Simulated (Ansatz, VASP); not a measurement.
**TiC in two plane-wave programs**

Wanted: the spread between two codes on one cell, functional and k mesh. The cell is taken from a series of runs on this material, whose earlier steps may have relaxed, scaled, displaced or heated it; both programs get it as it stands.

Program: Ansatz 0.2.0. Level of theory: plane waves, with VASP 6.6.1 beside it; zone-centre phonons at LDA. Results are calculated unless marked as measured.

### 1. Starting point

The structure is cubic, space group Fm-3m (No. 225). Conventional cell: a = 4.203 Å, b = 4.203 Å, c = 4.203 Å, α = 90.00°, β = 90.00°, γ = 90.00°. Nearest to C lie 6 Ti at 2.10 Å. Ti has 6 C at 2.10 Å nearest. Farther neighbours are not listed.

### 2. Ansatz: zone-centre phonons, LDA, pair 1

Ansatz runs on its PAW soft_1 files.

Second derivatives magnify differences that forces hide, and they need a tight electronic threshold.

input.yaml reads:

```yaml
crystal:
  lattice:
    - [0.0, 2.1016204791, 2.1016204791]
    - [2.1016204791, 0.0, 2.1016204791]
    - [2.1016204791, 2.1016204791, 0.0]
  atoms:
    - { symbol: C, position: [0.5, 0.5, 0.5] }
    - { symbol: Ti, position: [0.0, 0.0, 0.0] }
kpoints:
  mp_grid: { grid: [16, 16, 16] }
hamiltonian:
  xc: lda
  pseudopotentials: { kind: paw, azcp: { folder: soft_1 }, xc_functional: pbe }
scf:
  occupations: { method: methfessel_paxton, width: 0.2 }
output:
  eigenvalues: true
phonons:
  method: dfpt
```

Launch:

```sh
$ ansatz run input.yaml --threads 4 --pin off --max-ram 10240MiB --backend cpu --events-out ev --progress --plain --runs-dir out
```

Numbers of over 12 decimals in the logs are rounded to 6 here.

Log:

```text
Engine: ansatz 0.2.0, x86_64-unknown-linux-gnu
Pseudopotentials: kind: paw
Pseudopotential: C, paw, valence charge 4, recommended cutoff 420 eV (normal), soft_1/C.paw.azcp
Pseudopotential: Ti, paw, valence charge 12, recommended cutoff 420 eV (normal), soft_1/Ti.paw.azcp
Functional definition: SPW92
  exchange = slater_x
  correlation = pw_c
Crystal: 2 atoms, lattice volume = 18.565 Å³
Basis set: ecut = 420 eV, 339 PW (Γ), exchange–correlation on 40×40×40 points (8 copies of the dense FFT grid, shifted against one another)
Bands: 12, of which v1, the nominal top of the filled ones, is band 8 counted from 1 (7 counted from 0)
Symmetry: 48 space group operations
k-points: 349 of 4096 (irreducible under 8 space group operations, time reversal used)
Non-local potential: C, projectors of the file, l = 0: 2, l = 1: 2, l = 2: 1
Non-local potential: Ti, projectors of the file, l = 0: 3, l = 1: 2, l = 2: 3, l = 3: 1
PAW form: soft (Blöchl's): semilocal exchange-correlation on the pseudo side does not see the compensation charge
PAW frozen core: C, regenerated for the run's functional, and the local potential with it (the file was generated under x = pbe(κ = 0.804, μ = 0.219515), c = pbe(β = 0.066725))
PAW frozen core: Ti, regenerated for the run's functional, and the local potential with it (the file was generated under x = pbe(κ = 0.804, μ = 0.219515), c = pbe(β = 0.066725))
PAW one-centre angular grid: C, 110 points (default); XC on 64 Gauss nodes
PAW one-centre angular grid: Ti, 590 points (default); XC on 64 Gauss nodes
Initial density: superposition of atomic densities (chi_scale 0.1, normalization cell, long waves kept (reshape's long-wave potential 0.00 eV rms))
Initial wavefunctions: pseudopotential atomic-orbital guess
Functional: x = slater, c = lda
SCF iter   1: F=—  HF=-2696.235640 eV  |F-HF|=—  |Δ(HF+E_count)|=         —  Δρ=1.49e-1  dr2=5.14e0  ethr=3.10e-3  ⟨swp⟩=4.4  Hψ=20620  notcnv=0
preconditioner: auto → none  [insulator: Δε(μ)=0.127 eV  Ē_g=20.583 eV  σ=0.200 eV  W_gap=0.50  n_scr=8 (ndim 8)  ℏωp=32.2 eV  f_vac=0.000  D(μ)=0.22/eV (n_scr^D=0)  ε∞_Penn≈3.5]
SCF iter   2: F=—  HF=-2695.308136 eV  |F-HF|=—  |Δ(HF+E_count)|=   9.28e-1  S|Δr|=    0.00e0  Δρ=5.66e-2  dr2=7.41e-1  ethr=3.10e-3  ⟨swp⟩=2.6  Hψ=9552  notcnv=0
SCF iter   3: F=—  HF=-2695.158131 eV  |F-HF|=—  |Δ(HF+E_count)|=   1.50e-1  S|Δr|=    0.00e0  Δρ=5.72e-3  dr2=2.44e-3  ethr=3.10e-3  ⟨swp⟩=2.3  Hψ=7129  notcnv=0
SCF iter   4: F=—  HF=-2695.157244 eV  |F-HF|=—  |Δ(HF+E_count)|=   8.87e-4  S|Δr|=    0.00e0  Δρ=1.53e-3  dr2=1.27e-4  ethr=1.52e-5  ⟨swp⟩=2.4  Hψ=8487  notcnv=0
SCF iter   5: F=—  HF=-2695.157256 eV  |F-HF|=—  |Δ(HF+E_count)|=   1.18e-5  S|Δr|=    0.00e0  Δρ=2.54e-4  dr2=7.83e-6  ethr=7.97e-7  ⟨swp⟩=2.1  Hψ=7016  notcnv=0
SCF iter   6: F=—  HF=-2695.157254 eV  |F-HF|=—  |Δ(HF+E_count)|=   2.25e-6  S|Δr|=    0.00e0  Δρ=2.87e-5  dr2=8.37e-8  ethr=4.89e-8  ⟨swp⟩=3.0  Hψ=7120  notcnv=0
SCF iter   7: F=—  HF=-2695.157252 eV  |F-HF|=—  |Δ(HF+E_count)|=   1.46e-6  S|Δr|=    0.00e0  Δρ=1.69e-6  dr2=2.63e-10  ethr=5.23e-10  ⟨swp⟩=2.0  Hψ=6646  notcnv=0
SCF iter   8: F=-2695.157252 eV  HF=-2695.157252 eV  |F-HF|=0.00e0  |Δ(HF+E_count)|=  6.37e-12  S|Δr|=    0.00e0  Δρ=1.20e-7  dr2=1.51e-12  ethr=1.00e-12  ⟨swp⟩=5.1  Hψ=15512  notcnv=0
SCF 1 converged in 8 iterations: F = -2695.157252 eV  dr2 = 1.51e-12
  greatest PAW one-centre occupation: 0.998 electrons in one spin orbital (limit 2), on the Ti atom at site 1 (counted from 0), in its partial waves of l = 0
DFPT response loops at Γ: preconditioner auto → Kerker (q_TF=auto, 2.662 Å⁻¹) (partly filled bands, converged f_vac=0.000); β = 1.00, the filter's whole step (`scf.mixing.beta` (0.50) is not read by the response loops under this deck's `scf.mixing.preconditioner`; to damp them name `kerker` or `kerker_dos`, under which they read `scf.mixing.beta`, and type it under 1.00, their step now; both keys bind the ground state too); Broyden in place of MSR1
SCF converged after 8 iterations
Stability not checked: this state was not tested for a lower state beside it, because cold or Methfessel-Paxton smearing, or corrected tetrahedra, fill the levels in a way that the test cannot read (fill_not_monotonic; see scf.lower_state_search)
Free energy (F): -2695.157252 eV
Harris-Foulkes:  -2695.157252 eV  (|F-HF|=0.00e0)
Internal energy: -2695.157025 eV  (E = F + TS)
E sigma→0 (E₀):  -2695.157195 eV
Entropy (-TS):   -0.000228 eV (-0.114 meV/atom)
Fermi energy:    15.896449 eV
--- Per-component energies (eV) ---
  E_band       = -87.908226
  E_kinetic    = 371.408206
  E_local      = -780.190824  (includes V_loc(G=0)·N_el)
  E_nonlocal   = 89.193066
  E_hartree    = 310.533986
  E_xc         = -164.848703
  E_vxc        = -206.762559  (∫ρ·V_xc dr)
  E_paw        = -1085.883686  (= ΣΔE_a)
  E_vpaw       = -182.623974  (= ΣTr[D̂ρ^β])
  E_aug_tail   = -0.000075  (compensation charges beyond the density's cutoff)
  E_ewald      = -1435.757779
  E_core_change = 0.388783  (= ΣΔE_core)
  E_smearing   = -0.000228  (= −TS)
  E_closure    = 0.000000  (closes the sum)
  Σ components = -2695.157252   (vs F -2695.157252, Δ=0.00e0)
--- Band table (eV; the first three rows and the last of 349) ---
  k-point 0: bands = [... 4 lower, 3.2850, 16.5675, 16.5675, 16.5675, 17.7163, 17.7163, 17.7163, 17.8243]
  k-point 1: bands = [... 4 lower, 3.3850, 16.1027, 16.3748, 16.3748, 16.9976, 16.9976, 17.9832, 18.8831]
  k-point 2: bands = [... 4 lower, 3.6780, 15.1851, 15.5637, 15.5637, 17.0603, 17.0603, 18.3667, 20.0593]
  k-point 348: bands = [... 4 lower, 6.3370, 12.6228, 12.6228, 12.9951, 18.9815, 18.9815, 19.8540, 21.7921]
--- Phonons (Γ-DFPT): 2 representative perturbations + reference, on 349 of 4096 k-points (Σ response iterations 6) ---
  k mesh reduced under 8 symmetry operations, with k and −k counted as one. Each operation leaves every solved perturbation unchanged. A smaller set is not used because it would not reduce the number of displacements times k-points to solve
  ASR residual: 5.560e-5 → 0.000e0 eV/Å²; symmetrization residual: 1.011e-6 eV/Å²
  ASR residual per site (eV/Å²): 3.12e-5 5.56e-5
  Γ frequencies (cm⁻¹): 0.00 0.00 0.00 596.85 596.85 596.85
  non-analytic LO–TO correction: not included (Born effective charges unavailable; polar crystals: no LO–TO splitting at Γ)
```

### 3. VASP: zone-centre phonons, LDA, pair 1

The same cell, functional (in two slightly different forms), mesh and smearing now go to VASP, with its own data sets.

Lines of VASP's logs that name or quote its potential files are left out, and so is its time.

INCAR reads:

```
SYSTEM = TiC
PREC = Accurate
ENCUT = 600
EDIFF = 1E-08
NELM = 120
ISMEAR = 1
SIGMA = 0.2
LREAL = .FALSE.
ALGO = Normal
GGA = CA
NBANDS = 14
LASPH = .TRUE.
LORBIT = 11
LWAVE = .FALSE.
LCHARG = .FALSE.
ISIF = 2
IBRION = 8
GGA_COMPAT = .FALSE.
KPAR = 2
```

POSCAR reads:

```
TiC
1.0
    0.0000000000      2.1016204791      2.1016204791
    2.1016204791      0.0000000000      2.1016204791
    2.1016204791      2.1016204791      0.0000000000
C Ti
1 1
Direct
    0.5000000000      0.5000000000      0.5000000000
    0.0000000000      0.0000000000      0.0000000000
```

KPOINTS reads:

```
Automatic mesh
0
Gamma
16 16 16
0 0 0
```

Potentials, in the order of the species: C and Ti_sv (LDA family, release 64).

Launch:

```sh
$ mpirun -np 2 vasp_std
```

Log:

```text
[banner, memory and clock lines left out]
running    2 mpi-ranks, on    1 nodes
 distrk:  each k-point on    1 cores,    2 groups
 distr:  one band on    1 cores,    1 groups

 POSCAR found type information on POSCAR C Ti
 POSCAR found :  2 types and       2 ions
 LDA part: xc-table for (Slater(with rela. corr.)+CA(PZ))
 , standard interpolation
 POSCAR, INCAR and KPOINTS ok, starting setup
 FFT: planning ... GRIDC
 FFT: planning ... GRID_SOFT
 FFT: planning ... GRID
 WAVECAR not read
 entering main loop
       N       E                     dE             d eps       ncg     rms          rms(c)
DAV:   1     0.125143635307E+03    0.12514E+03   -0.89665E+03  4068   0.152E+03
DAV:   2    -0.172627635286E+02   -0.14241E+03   -0.13400E+03  4284   0.372E+02
DAV:   3    -0.255026716948E+02   -0.82399E+01   -0.80497E+01  5312   0.861E+01
DAV:   4    -0.258256845502E+02   -0.32301E+00   -0.32280E+00  5148   0.156E+01
DAV:   5    -0.258333821994E+02   -0.76976E-02   -0.76970E-02  5400   0.206E+00    0.199E+01
DAV:   6    -0.210303829917E+02    0.48030E+01   -0.12492E+01  5812   0.609E+01    0.668E+00
DAV:   7    -0.205364937932E+02    0.49389E+00   -0.20421E+00  4946   0.217E+01    0.573E+00
DAV:   8    -0.205089659025E+02    0.27528E-01   -0.11495E-01  4548   0.415E+00    0.313E+00
DAV:   9    -0.205081855681E+02    0.78033E-03   -0.77722E-02  5104   0.292E+00    0.733E-01
DAV:  10    -0.205072685786E+02    0.91699E-03   -0.90970E-03  5452   0.127E+00    0.586E-01
DAV:  11    -0.205061138550E+02    0.11547E-02   -0.35570E-03  4354   0.902E-01    0.103E-01
DAV:  12    -0.205061035766E+02    0.10278E-04   -0.29456E-04  4528   0.234E-01    0.124E-02
DAV:  13    -0.205060971286E+02    0.64479E-05   -0.21430E-05  5686   0.646E-02    0.911E-03
DAV:  14    -0.205060967250E+02    0.40362E-06   -0.10684E-06  4534   0.105E-02    0.261E-03
DAV:  15    -0.205060966953E+02    0.29730E-07   -0.10121E-07  5402   0.215E-03    0.368E-04
DAV:  16    -0.205060966922E+02    0.30730E-08   -0.85904E-09  3618   0.115E-03
   1 F= -.20506097E+02 E0= -.20506025E+02  d E =-.215665E-03
 Linear response reoptimize wavefunctions to high precision
DAV:   1    -0.205060966914E+02    0.78512E-09   -0.58214E-10  3368   0.238E-04
DAV:   2    -0.205060966914E+02   -0.18190E-10   -0.43309E-11  2576   0.673E-05
 Linear response DOF=           2
 Linear response progress:
  Degree of freedom:   1/  2
       N       E                     dE             d eps       ncg     rms          rms(c)
RMM:   1    -0.127562429477E+00   -0.12756E+00   -0.63444E-02 20810   0.242E+00
RMM:   2    -0.116879117841E+00    0.10683E-01   -0.60303E-03 19049   0.600E-01    0.154E-01
RMM:   3    -0.117506598371E+00   -0.62748E-03   -0.21555E-03 19560   0.257E-01    0.701E-02
RMM:   4    -0.118550896209E+00   -0.10443E-02   -0.76719E-04 19959   0.155E-01    0.147E-02
RMM:   5    -0.118685496255E+00   -0.13460E-03   -0.17077E-04 22738   0.622E-02    0.290E-03
RMM:   6    -0.118668190547E+00    0.17306E-04   -0.21768E-05 22048   0.255E-02    0.133E-03
RMM:   7    -0.118670778371E+00   -0.25878E-05   -0.49135E-06 22993   0.120E-02    0.512E-04
RMM:   8    -0.118671839018E+00   -0.10606E-05   -0.89624E-07 22723   0.586E-03    0.342E-04
RMM:   9    -0.118670908655E+00    0.93036E-06    0.10558E-07 22860   0.304E-03    0.142E-04
RMM:  10    -0.118670256935E+00    0.65172E-06   -0.67840E-07 22763   0.162E-03    0.763E-05
RMM:  11    -0.118670466198E+00   -0.20926E-06   -0.18663E-07 22509   0.872E-04    0.844E-05
RMM:  12    -0.118670451961E+00    0.14237E-07    0.10121E-07 22944   0.472E-04    0.408E-05
RMM:  13    -0.118670431052E+00    0.20909E-07   -0.14253E-07 23083   0.263E-04    0.778E-06
RMM:  14    -0.118670449109E+00   -0.18057E-07   -0.11448E-07 24075   0.139E-04    0.122E-05
RMM:  15    -0.118670447307E+00    0.18017E-08   -0.55239E-08 22062   0.840E-05    0.984E-07
 first order change of Fermi-energy   0.27296E-03
 force on displaced ion       1 direction 1 : -12.652   0.000   0.000
 Linear response progress:
  Degree of freedom:   2/  2
       N       E                     dE             d eps       ncg     rms          rms(c)
RMM:   1    -0.664381898796E+00   -0.66438E+00    0.87222E+00  9869   0.130E+02
RMM:   2    -0.636864766442E+00    0.27517E-01   -0.23490E-01 16393   0.501E+00    0.237E-01
RMM:   3    -0.636346675943E+00    0.51809E-03   -0.18820E-02 19370   0.119E+00    0.117E-01
RMM:   4    -0.635742937023E+00    0.60374E-03   -0.74396E-03 21278   0.517E-01    0.209E-02
RMM:   5    -0.636334455062E+00   -0.59152E-03   -0.11731E-03 22516   0.204E-01    0.100E-02
RMM:   6    -0.636667749653E+00   -0.33329E-03   -0.31118E-04 22374   0.890E-02    0.670E-03
RMM:   7    -0.637129693324E+00   -0.46194E-03   -0.79139E-05 20103   0.486E-02    0.555E-03
RMM:   8    -0.637027759954E+00    0.10193E-03   -0.40417E-05 21818   0.248E-02    0.681E-04
RMM:   9    -0.636997740667E+00    0.30019E-04   -0.19627E-05 22658   0.140E-02    0.828E-04
RMM:  10    -0.637027400255E+00   -0.29660E-04   -0.18778E-05 21676   0.832E-03    0.115E-04
RMM:  11    -0.637032568709E+00   -0.51685E-05   -0.16138E-05 23467   0.549E-03    0.770E-05
RMM:  12    -0.637034005340E+00   -0.14366E-05   -0.12197E-05 23137   0.383E-03    0.926E-05
RMM:  13    -0.637038164213E+00   -0.41589E-05   -0.10440E-05 21497   0.295E-03    0.155E-05
RMM:  14    -0.637038725189E+00   -0.56098E-06   -0.72081E-06 23898   0.230E-03    0.177E-05
RMM:  15    -0.637038782630E+00   -0.57441E-07   -0.64088E-06 23640   0.188E-03    0.348E-05
RMM:  16    -0.637038568057E+00    0.21457E-06   -0.52948E-06 21887   0.159E-03    0.571E-05
RMM:  17    -0.637038635120E+00   -0.67062E-07   -0.46474E-06 24012   0.135E-03    0.671E-05
RMM:  18    -0.637038745372E+00   -0.11025E-06   -0.35363E-06 23138   0.116E-03    0.754E-05
RMM:  19    -0.637039114975E+00   -0.36960E-06   -0.32300E-06 19934   0.103E-03    0.738E-05
RMM:  20    -0.637039024234E+00    0.90741E-07   -0.25646E-06 21269   0.896E-04    0.769E-05
 first order change of Fermi-energy   0.12834E-04
 force on displaced ion       2 direction 1 : -12.678   0.000   0.000
 Linear response finished
```

From OUTCAR (step 3):

```text
ion  position               nearest neighbor table
   1  0.500  0.500  0.500-   2 2.10   2 2.10   2 2.10   2 2.10   2 2.10   2 2.10
   2  0.000  0.000  0.000-   1 2.10   1 2.10   1 2.10   1 2.10   1 2.10   1 2.10

  LATTYP: Found a face centered cubic cell.
 ALAT       =     4.2032409582

 Subroutine GETGRP returns: Found 48 space group operations
 (whereof 48 operations were pure point group operations)

The static configuration has the point symmetry O_h .

 Found    145 irreducible k-points:

   k-points           NKPTS =    145   k-points in BZ     NKDIM =    145   number of bands    NBANDS=     14

   dimension x,y,z NGX =    24 NGY =   24 NGZ =   24
   dimension x,y,z NGXF=    48 NGYF=   48 NGZF=   48

   ENCUT  =  600.0 eV  44.10 Ry    6.64 a.u.   5.94  5.94  5.94*2*pi/ulx,y,z

   NELECT =      16.0000    total number of electrons

 k-points in reciprocal lattice and weights: Automatic mesh
   0.00000000  0.00000000  0.00000000       0.000
   0.06250000  0.00000000  0.00000000       0.002
   0.12500000  0.00000000  0.00000000       0.002
   0.18750000  0.00000000  0.00000000       0.002
   0.25000000  0.00000000  0.00000000       0.002
   0.31250000  0.00000000  0.00000000       0.002
   0.37500000  0.00000000  0.00000000       0.002
   0.43750000  0.00000000  0.00000000       0.002
   0.50000000  0.00000000  0.00000000       0.001
[...]
-0.31250000  0.50000000  0.18750000       0.003
  -0.25000000  0.50000000  0.25000000       0.001

 average (electrostatic) potential at core
       1 -47.6138       2 -69.7807

  Total        1.5173506      1.5173506      1.5173506      0.0000000      0.0000000      0.0000000
  in kB      130.9494389    130.9494389    130.9494389      0.0000000      0.0000000      0.0000000
  external PRESSURE =     130.9494389 kB  Pullay stress =       0.0000000 kB

  energy-cutoff  :      600.00
  volume of cell :       18.56
      direct lattice vectors                 reciprocal lattice vectors
     0.000000000  2.101620479  2.101620479    -0.237911652  0.237911652  0.237911652
     2.101620479  0.000000000  2.101620479     0.237911652 -0.237911652  0.237911652
     2.101620479  2.101620479  0.000000000     0.237911652  0.237911652 -0.237911652

 POSITION                                       TOTAL-FORCE (eV/Angst)
 -----------------------------------------------------------------------------------
      2.10162      2.10162      2.10162         0.000000     -0.000000      0.000000
      0.00000      0.00000      0.00000         0.000000      0.000000     -0.000000
 -----------------------------------------------------------------------------------
    total drift:                                0.000000     -0.000000     -0.000000

 Eigenvectors and eigenvalues of the dynamical matrix
 ----------------------------------------------------

   1 f  =   17.948856 THz   112.775990 2PiTHz  598.709402 cm-1    74.230472 meV
             X         Y         Z           dx          dy          dz
      2.101620  2.101620  2.101620     0.000000    0.000000    0.893936
      0.000000  0.000000  0.000000     0.000000    0.000000   -0.448195

   2 f  =   17.948856 THz   112.775990 2PiTHz  598.709402 cm-1    74.230472 meV
             X         Y         Z           dx          dy          dz
      2.101620  2.101620  2.101620    -0.000000   -0.893936    0.000000
      0.000000  0.000000  0.000000    -0.000000    0.448195    0.000000

   3 f  =   17.948856 THz   112.775990 2PiTHz  598.709402 cm-1    74.230472 meV
             X         Y         Z           dx          dy          dz
      2.101620  2.101620  2.101620     0.893936   -0.000000    0.000000
      0.000000  0.000000  0.000000    -0.448195    0.000000    0.000000

   4 f/i=    0.007428 THz     0.046669 2PiTHz    0.247760 cm-1     0.030718 meV
             X         Y         Z           dx          dy          dz
      2.101620  2.101620  2.101620     0.000000    0.000000   -0.448195
      0.000000  0.000000  0.000000     0.000000    0.000000   -0.893936

   5 f/i=    0.007428 THz     0.046669 2PiTHz    0.247760 cm-1     0.030718 meV
             X         Y         Z           dx          dy          dz
      2.101620  2.101620  2.101620     0.343600    0.287781    0.000000
      0.000000  0.000000  0.000000     0.685318    0.573986    0.000000

   6 f/i=    0.007428 THz     0.046669 2PiTHz    0.247760 cm-1     0.030718 meV
             X         Y         Z           dx          dy          dz
      2.101620  2.101620  2.101620     0.287781   -0.343600    0.000000
      0.000000  0.000000  0.000000     0.573986   -0.685318    0.000000

 ELASTIC MODULI CONTR FROM IONIC RELAXATION (kBar)
 Direction    XX          YY          ZZ          XY          YZ          ZX
 --------------------------------------------------------------------------------
 XX           0.0000      0.0000      0.0000      0.0000      0.0000      0.0000
 YY           0.0000      0.0000      0.0000      0.0000      0.0000      0.0000
 ZZ           0.0000      0.0000      0.0000      0.0000      0.0000      0.0000
 XY           0.0000      0.0000      0.0000      0.0000      0.0000      0.0000
 YZ           0.0000      0.0000      0.0000      0.0000      0.0000      0.0000
 ZX           0.0000      0.0000      0.0000      0.0000      0.0000      0.0000
 --------------------------------------------------------------------------------
```

### 4. Side by side

Known differences besides the potentials themselves: the two LDA forms differ slightly; the cutoff is 420 eV in Ansatz and 600 eV in VASP; VASP's log shows a relativistic correction to its local exchange, Ansatz's none. Total energies have different zeros and are not compared.

Both answers:

| quantity | Ansatz | VASP | difference |
| --- | --- | --- | --- |
| optical mode 1 to 3 (cm⁻¹) | 596.9 | 598.7 | -0.31 % |

Modes are paired by rising frequency, not by their patterns, so a pair may set unlike modes beside each other; they are those without the splitting of longitudinal modes.

(Continued in part 2 of 2.)

[Lines on the potential files, build, host, timing and source positions are cut from VASP's logs without a mark.]

[Logs are printed without paths, hosts, clocks, repeated set-up lines and the standing remarks that a program may print on its own settings, such as how far it seeks lower states.]

[Hosts, paths, dates, database ids (printed as entryN), source tags and the programs' standing remarks are cut or masked in the printed files.]
